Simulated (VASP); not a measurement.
Given:

```yaml
crystal:
  lattice:
    - [0.00000, 3.11823, 3.11823]
    - [3.11823, 0.00000, 3.11823]
    - [3.11823, 3.11823, 0.00000]
  atoms:
    - { symbol: Ga, position: [0.00000, 0.00000, 0.00000] }
    - { symbol: Sb, position: [0.25000, 0.25000, 0.25000] }
```

Computed with PBEsol GGA, VASP's PBE PAW potentials (set 64) (plane waves; VASP 6.6.1). Settings: 520 eV cut-off, 10×10×10 Γ-centred mesh, first-order Methfessel-Paxton smearing of 0.10 eV, potentials Ga_d Sb.

Task: Give the stress tensor in GPa (positive for a compressed cell).

Result: 
```
-2.65   0.00   0.00
 0.00  -2.65   0.00
 0.00   0.00  -2.65
```
The pressure is its mean diagonal, -2.65 GPa.

The compound is GaSb in the zinc blende structure. This cell is one point of a volume scan, at 1.06 of the reference volume.
